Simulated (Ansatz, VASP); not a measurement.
**One calculation of NaSe4, two programs**

```
Na Se
1.0
     5.09021    0.00000    0.00000
     0.00000    5.09021    0.00000
     0.00000    0.00000    5.09021
Na Se
1 4
Direct
  0.50000 0.50000 0.50000
  0.00000 0.50000 0.50000
  0.50000 0.00000 0.50000
  0.50000 0.50000 0.00000
  0.00000 0.00000 0.00000
```

Alike in both runs: task single point; functional PBE; k mesh 4 × 4 × 4; occupations gaussian, width 0.1 eV; no spin polarisation.

|  | VASP | Ansatz |
| --- | --- | --- |
| version | VASP 6.6.1 | Ansatz 0.2.0 |
| potentials or method | VASP PAW PBE potentials, release 64 (Na_pv, Se) | scalar-relativistic, plane waves, PAW |
| plane-wave cutoff (eV) | 520 | 420 |
| valence electrons in the cell | 31 | 73 |

|  | VASP | Ansatz | Ansatz less VASP |
| --- | --- | --- | --- |
| gap on the k mesh at the Fermi level (eV) | none | none | - |
| pressure (GPa) | 0.0 | -0.1 | -0.06 |

A gap of «none» marks a metal or a gap that the smearing closes. The two sets of potentials don't hold the same shells in valence.
